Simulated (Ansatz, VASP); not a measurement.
# Cross-check of ZrB2 between VASP and Ansatz

Wanted: the spread between two codes on one cell, functional and k mesh. The cell is taken from a series of VASP runs on this material, whose earlier steps may have relaxed, scaled or displaced it; both programs get it as it stands.

Method: plane waves, with VASP 6.6.1 beside it; zone-centre phonons at r2SCAN, in Ansatz 0.2.0.

## (1) Set-up

It takes space group P6/mmm (No. 191, hexagonal). Conventional cell: a = 3.169 Å, b = 3.169 Å, c = 3.549 Å, α = 90.00°, β = 90.00°, γ = 120.00°. Nearest to Zr lie 12 B at 2.55 Å. B has 3 B at 1.83 Å and 6 Zr at 2.55 Å nearest. Farther neighbours are not listed.

## (2) Ansatz: zone-centre phonons, r2SCAN

Ansatz runs on its default PAW (the set named soft_2) files.

Second derivatives magnify differences that forces hide, and they need a tight electronic threshold.

input.yaml

```yaml
crystal:
  lattice:
    - [3.1690453248, 0.0, 0.0]
    - [-1.5845226624, 2.7444737571, 0.0]
    - [0.0, 0.0, 3.5490419465]
  atoms:
    - { symbol: Zr, position: [0.0, 0.0, 0.0] }
    - { symbol: B, position: [0.3333333333, 0.6666666667, 0.5] }
    - { symbol: B, position: [0.6666666667, 0.3333333333, 0.5] }
hamiltonian:
  xc: r2scan
  pseudopotentials: { kind: paw }
kpoints:
  mp_grid: { grid: [14, 14, 11] }
scf:
  occupations: { method: methfessel_paxton, width: 0.2 }
phonons:
  method: dfpt
  qpoints: [[0, 0, 0]]
```

Run with:

```console
ansatz run input.yaml --threads 4 --pin off --max-ram 9216MiB --backend cpu --events-out ev --progress --plain --runs-dir out
```

Numbers of over 12 decimals in the logs are rounded to 6 here.

Output:

```text
Engine: ansatz 0.2.0, x86_64-unknown-linux-gnu
Pseudopotentials: kind: paw
Pseudopotential: Zr, paw, valence charge 12, recommended cutoff 500 eV (meta_gga), Zr.paw.azcp
Pseudopotential: B, paw, valence charge 3, recommended cutoff 500 eV (meta_gga), B.paw.azcp
Functional definition: r2SCAN
  parameter k0 = 0.174
  parameter k1 = 0.065
  parameter a1 = 4.9479
  exchange = r2scan_x(k0 = k0, k1 = k1, a1 = a1)
  correlation = r2scan_c
Crystal: 3 atoms, lattice volume = 30.867 Å³
Basis set: ecut = 500 eV, 787 PW (Γ), exchange–correlation on 120×120×135 points (125 copies of the dense FFT grid, shifted against one another)
Bands: 13, of which v1, the nominal top of the filled ones, is band 9 counted from 1 (8 counted from 0)
Symmetry: 24 space group operations
k-points: 582 of 2156 (irreducible under 2 space group operations, time reversal used)
Non-local potential: Zr, projectors of the file, l = 0: 3, l = 1: 2, l = 2: 2, l = 3: 2
Non-local potential: B, projectors of the file, l = 0: 2, l = 1: 2, l = 2: 1
PAW form: soft (Blöchl's): semilocal exchange-correlation on the pseudo side does not see the compensation charge
PAW frozen core: Zr, regenerated for the run's functional (the file was generated under x = pbe(κ = 0.804, μ = 0.219515), c = pbe(β = 0.066725))
PAW frozen core: B, regenerated for the run's functional (the file was generated under x = pbe(κ = 0.804, μ = 0.219515), c = pbe(β = 0.066725))
PAW one-centre angular grid: Zr, 590 points (default); XC on 160 Gauss nodes
PAW one-centre angular grid: B, 302 points (default); XC on 160 Gauss nodes
Initial density: superposition of atomic densities (neutral atoms: chi_scale 0, normalization atom), corrected by the library's trained network
Initial wavefunctions: pseudopotential atomic-orbital guess
Functional: x = r2scan, c = r2scan; τ floored in thin density (d = 2e-4 eV/Å³)
SCF iter   1: F=—  HF=-4511.256503 eV  |F-HF|=—  |Δ(HF+E_count)|=         —  Δρ=6.23e-3  dr2=7.14e-3  dr2_τ=2.37e-1  ethr=1.77e-3  ⟨swp⟩=5.1  Hψ=37631  notcnv=0
preconditioner: auto → none  [metal: Δε(μ)=0.037 eV  Ē_g=9.415 eV  σ=0.200 eV  W_gap=0.16  n_scr=8 (ndim 8)  ℏωp=21.1 eV  f_vac=0.000  D(μ)=0.29/eV (n_scr^D=0)  sad-step TF]
SCF iter   2: F=—  HF=-4511.332266 eV  |F-HF|=—  |Δ(HF+E_count)|=   7.58e-2  S|Δr|=    0.00e0  Δρ=4.51e-3  dr2=3.75e-3  dr2_τ=1.23e-4  ethr=3.97e-5  ⟨swp⟩=2.0  Hψ=18583  notcnv=0
SCF iter   3: F=—  HF=-4511.333036 eV  |F-HF|=—  |Δ(HF+E_count)|=   7.70e-4  S|Δr|=    0.00e0  Δρ=1.45e-3  dr2=1.42e-3  dr2_τ=8.58e-5  ethr=2.08e-5  ⟨swp⟩=2.0  Hψ=12321  notcnv=0
SCF iter   4: F=—  HF=-4511.332817 eV  |F-HF|=—  |Δ(HF+E_count)|=   2.18e-4  S|Δr|=    0.00e0  Δρ=3.27e-4  dr2=3.83e-5  dr2_τ=9.60e-6  ethr=7.88e-6  ⟨swp⟩=2.0  Hψ=10447  notcnv=0
SCF iter   5: F=—  HF=-4511.332826 eV  |F-HF|=—  |Δ(HF+E_count)|=   9.21e-6  S|Δr|=    0.00e0  Δρ=1.35e-4  dr2=4.70e-6  dr2_τ=2.66e-7  ethr=2.13e-7  ⟨swp⟩=2.1  Hψ=10663  notcnv=0
SCF iter   6: F=—  HF=-4511.332830 eV  |F-HF|=—  |Δ(HF+E_count)|=   3.48e-6  S|Δr|=    0.00e0  Δρ=1.92e-5  dr2=8.80e-8  dr2_τ=8.10e-9  ethr=2.61e-8  ⟨swp⟩=2.3  Hψ=12149  notcnv=0
SCF iter   7: F=—  HF=-4511.332830 eV  |F-HF|=—  |Δ(HF+E_count)|=   1.43e-7  S|Δr|=    0.00e0  Δρ=1.70e-5  dr2=8.82e-8  dr2_τ=1.43e-9  ethr=4.89e-10  ⟨swp⟩=2.0  Hψ=11846  notcnv=0
SCF iter   8: F=—  HF=-4511.332830 eV  |F-HF|=—  |Δ(HF+E_count)|=   4.48e-8  S|Δr|=    0.00e0  Δρ=4.13e-6  dr2=4.11e-9  dr2_τ=4.26e-11  ethr=4.89e-10  ⟨swp⟩=2.0  Hψ=10462  notcnv=0
SCF iter   9: F=—  HF=-4511.332830 eV  |F-HF|=—  |Δ(HF+E_count)|=   2.80e-9  S|Δr|=    0.00e0  Δρ=9.76e-7  dr2=1.96e-10  dr2_τ=2.06e-12  ethr=2.28e-11  ⟨swp⟩=2.1  Hψ=11423  notcnv=0
SCF iter  10: F=-4511.332830 eV  HF=-4511.332830 eV  |F-HF|=1.82e-12  |Δ(HF+E_count)|=  2.06e-10  S|Δr|=    0.00e0  Δρ=2.84e-8  dr2=1.45e-13  dr2_τ=2.59e-14  ethr=1.00e-12  ⟨swp⟩=4.2  Hψ=37641  notcnv=0
SCF 1 converged in 10 iterations: F = -4511.332830 eV  dr2 = 1.45e-13
  greatest PAW one-centre occupation: 0.990 electrons in one spin orbital (limit 2), on the Zr atom at site 0 (counted from 0), in its partial waves of l = 1
DFPT response loops at Γ: preconditioner auto → Kerker (q_TF=auto, 2.494 Å⁻¹) (partly filled bands, converged f_vac=0.000); β = 1.00, the filter's whole step (`scf.mixing.beta` (0.50) is not read by the response loops under this deck's `scf.mixing.preconditioner`; to damp them name `kerker` or `kerker_dos`, under which they read `scf.mixing.beta`, and type it under 1.00, their step now; both keys bind the ground state too); Broyden in place of MSR1
SCF converged after 10 iterations
Stability not checked: this state was not tested for a lower state beside it, because cold or Methfessel-Paxton smearing, or corrected tetrahedra, fill the levels in a way that the test cannot read (fill_not_monotonic; see scf.lower_state_search)
Free energy (F): -4511.332830 eV
Harris-Foulkes:  -4511.332830 eV  (|F-HF|=1.82e-12)
Internal energy: -4511.332277 eV  (E = F + TS)
E sigma→0 (E₀):  -4511.332692 eV
Entropy (-TS):   -0.000553 eV (-0.184 meV/atom)
Fermi energy:    15.868312 eV
Step filling:    the computed levels leave a gap of 0.0366 eV = 0.2 smearing widths at the electron count; against every level under it full and every level over it empty, smearing changes F+E_penalty+E_count by -0.435 meV and its σ→0 estimate by -0.297 meV
--- Per-component energies (eV) ---
  E_band       = -38.196597
  E_kinetic    = 433.797231
  E_local      = -555.903679  (includes V_loc(G=0)·N_el)
  E_nonlocal   = 99.631317
  E_hartree    = 175.576914
  E_xc         = -221.101621
  E_vxc        = -297.120237  (∫ρ·V_xc dr)
  E_paw        = -3130.714854  (= ΣΔE_a)
  E_vpaw       = -86.049713  (= ΣTr[D̂ρ^β])
  E_aug_tail   = 0.000006  (compensation charges beyond the density's cutoff)
  E_vtau       = 16.294646  (kinetic-family band-sum trace: ∫τ·v_τ [+ j·A + Jᵃ·Aᵃ] dr)
  E_ewald      = -1312.415965
  E_core_change = -0.201626  (= ΣΔE_core)
  E_smearing   = -0.000553  (= −TS)
  E_closure    = 0.000000  (closes the sum)
  Σ components = -4511.332830   (vs F -4511.332830, Δ=0.00e0)
--- Band table (eV; the first three rows and the last of 582) ---
  k-point 0: bands = [... 5 lower, 13.1046, 13.1046, 13.1714, 13.2033, 19.4362, 19.4362, 20.2208, 20.2208]
  k-point 1: bands = [... 5 lower, 12.1376, 13.1852, 13.1852, 14.1995, 18.7856, 18.7856, 19.9554, 19.9554]
  k-point 2: bands = [... 5 lower, 11.0635, 13.4234, 13.4234, 15.1921, 17.8510, 17.8510, 19.2684, 19.2684]
  k-point 581: bands = [... 5 lower, 8.3236, 10.0835, 12.2967, 14.5686, 16.4439, 17.7719, 21.1016, 22.7222]
--- Phonons (Γ-DFPT): 4 representative perturbations + reference, on 582 of 2156 k-points (Σ response iterations 25) ---
  k mesh reduced under 2 symmetry operations, with k and −k counted as one. Each operation leaves every solved perturbation unchanged. A smaller set is not considered because the functional reads the kinetic-energy density
  ASR residual: 3.782e-4 → 0.000e0 eV/Å²; symmetrization residual: 3.275e-6 eV/Å²
  ASR residual per site (eV/Å²): 3.78e-4 1.92e-4 1.92e-4
  Γ frequencies (cm⁻¹): 0.00 0.00 0.00 453.90 453.90 470.51 564.50 772.84 772.84
  non-analytic LO–TO correction: not included (Born effective charges unavailable; polar crystals: no LO–TO splitting at Γ)
--- Phonons (arbitrary-q DFPT): 1 explicit q-point ---
  q = [0, 0, 0] (of the zone-centre solve; hermiticity 4.31e-7, symmetrization 3.17e-11): -0.00 0.00 0.00 453.90 453.90 470.51 564.50 772.84 772.84
  sum rule: each row above includes the acoustic sum rule's correction from the zone centre's row sums; it moved no ω² by more than (2.20 cm⁻¹)²
```

The job ended after 86 s (4 threads of Intel Xeon Platinum 8488C (Sapphire Rapids), shared host; peak memory 1.5 GiB).

The column dr2 measures how far the density is from self-consistency, as an energy; F and HF (Harris–Foulkes) agree once it is small.

(Continued in part 2 of 2.)

[Lines on the potential files, build, host, timing and source positions are cut from VASP's logs without a mark.]

[Logs are printed without paths, hosts, clocks, repeated set-up lines and the standing remarks that a program may print on its own settings, such as how far it seeks lower states.]

[Hosts, paths, dates, database ids (printed as entryN), source tags and the programs' standing remarks are cut or masked in the printed files.]
